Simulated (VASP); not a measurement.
Set up this calculation in VASP 6.6.1, as the native input.

```
Task                   : relaxation of cell and atoms
Functional             : PBE
Potentials or basis    : VASP PAW PBE potentials, release 64 (Mg, Cd, Se, O)
Cutoff                 : 520 eV
k mesh                 : 10 × 10 × 4
Occupations            : gaussian, width 0.1 eV
Spin                   : no spin polarisation
Further INCAR settings : ALGO = Normal; EDIFF = 1e-07; IBRION = 2; POTIM = 0.3; EDIFFG = -0.005; NSW = 60; ISIF = 3
```

The structure of Mg3CdSe2O2 lies in POSCAR:

```
Mg3CdSe2O2                              
1.0
    3.6612347028      0.0000000000      0.0000000000
   -1.8306173514      3.1707222553      0.0000000000
    0.0000000000      0.0000000000     12.2987415401
  Mg              Cd              Se              O             
     3     1     2     2
Direct
     0.3333333300000021    0.6666666699999979    0.9163099551805911
     0.0000000000000000    0.0000000000000000    0.6438140359790903
     0.6666666699999979    0.3333333300000021    0.4324018095881041
     0.0000000000000000    0.0000000000000000    0.1428814885231336
     0.3333333300000021    0.6666666699999979    0.2718063253142706
     0.6666666699999979    0.3333333300000021    0.7543108731575708
     0.0000000000000000    0.0000000000000000    0.9667514578327554
     0.0000000000000000    0.0000000000000000    0.4868024444244990
```

The cell was built by a generator and needn't be a form met in nature.

These files were run (other wordings do the same):

INCAR

```
SYSTEM = Mg3CdSe2O2
ALGO = Normal
EDIFF = 1E-7
EDIFFG = -0.005
ENCUT = 520
GGA = PE
IBRION = 2
ISIF = 3
ISMEAR = 0
KPAR = 4
LASPH = .True.
LCHARG = .False.
LREAL = .False.
LWAVE = .False.
NELM = 120
NSW = 60
POTIM = 0.3
PREC = Accurate
SIGMA = 0.1
```

KPOINTS

```
k-points
0
Gamma
  10 10 4
  0 0 0
```

Potentials or basis: VASP PAW PBE potentials, release 64 (Mg, Cd, Se, O).

Command:

```console
$ cat potpaw_PBE.64/Mg/POTCAR potpaw_PBE.64/Cd/POTCAR potpaw_PBE.64/Se/POTCAR potpaw_PBE.64/O/POTCAR > POTCAR
$ mpirun -np 4 vasp_std > vasp.out
```

Results of the run:

The pressure after relaxing is 0.0 GPa and the largest force after relaxing is 0.003 eV/Å. The band gap on the k mesh is none (metal or under the smearing width).

Caveat: the relaxation stopped at its first step, so nothing moved.

Wall time 42 s on 4 MPI ranks on Intel(R) Xeon(R) 6975P-C (Granite Rapids) (shared host), peak memory 0.4 GiB a rank.
